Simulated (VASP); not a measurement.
Computed with LDA (Ceperley-Alder, Perdew-Zunger), VASP's LDA PAW potentials (set 64) (plane waves; VASP).

Gaps are without spin-orbit coupling.

Problem. Order these relaxed crystals by band gap, smallest first: Ga2O3, R-3c (167); PbO, P4/nmm (129); SiC, P6_3mc (186); BaO, Fm-3m (225).

Solution. PbO, P4/nmm (129) (1.00 eV), BaO, Fm-3m (225) (1.70 eV), SiC, P6_3mc (186) (2.12 eV), Ga2O3, R-3c (167) (2.97 eV)
